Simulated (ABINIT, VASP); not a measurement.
Input for VASP

**KPOINTS**
```
Automatic mesh
0
Gamma
11 11 6
0 0 0
```

POSCAR:
```
AgPt
1
    2.7830500000     0.0000000000     0.0000000000
   -1.3915250000     2.4101920000     0.0000000000
    0.0000000000     0.0000000000     4.7951100000
Ag Pt
1 1
Direct
  0.0000000000   0.0000000000   0.5000000000
  0.6666670000   0.3333330000   0.0000000000
```

INCAR:
```
SYSTEM = AgPt
PREC = Accurate
ENCUT = 300
EDIFF = 1E-6
NELM = 100
ALGO = Normal
LREAL = .FALSE.
LASPH = .TRUE.
ISMEAR = 0
SIGMA = 0.1
LMAXMIX = 6
LWAVE = .FALSE.
LCHARG = .FALSE.
ISIF = 2
```

POTCAR, in this order: Ag Pt (LDA.64 set). Program: vasp_std.

### Question
Write an input for ABINIT that does the same calculation.

### Answer
One input that does it (LDA (PW92), PAW (JTH v2.0 LDA PAW)):
```
# AgPt, JTH v2.0 LDA PAW
pp_dirpath "./"
pseudos "Ag.LDA_PW-JTH.xml, Pt.LDA_PW-JTH.xml"
acell 5.2592022911 5.2592022911 9.0614446375
rprim
         1.0000000000    0.0000000000    0.0000000000
        -0.5000000000    0.8660254038    0.0000000000
         0.0000000000    0.0000000000    1.0000000000
natom 2
ntypat 2
znucl 47 78
typat 1 2
xred
         0.0000000000    0.0000000000    0.5000000000
         0.6666666667    0.3333333333    0.0000000000
ecut 571 eV
pawecutdg 1143 eV
pawxcdev 0
occopt 7
tsmear 0.00367493
nband 16
kptopt 1
ngkpt 11 11 6
nshiftk 1
shiftk 0 0 0
nstep 50
tolvrs 1.0e-10
prtwf 0
prtden 0
enunit 2
```
Both are inputs of real runs that ended normally. What can't carry over is the choice of potentials or basis and its cut-off, and each code's defaults.

VASP's LDA is the Perdew-Zunger fit; the other code's may be Perdew-Wang, which differs slightly.

The structure comes from a computed database's AgPt entry (P-6m2); how it stands against other phases isn't given here. The cell was not relaxed at this level, and it may have been scaled.
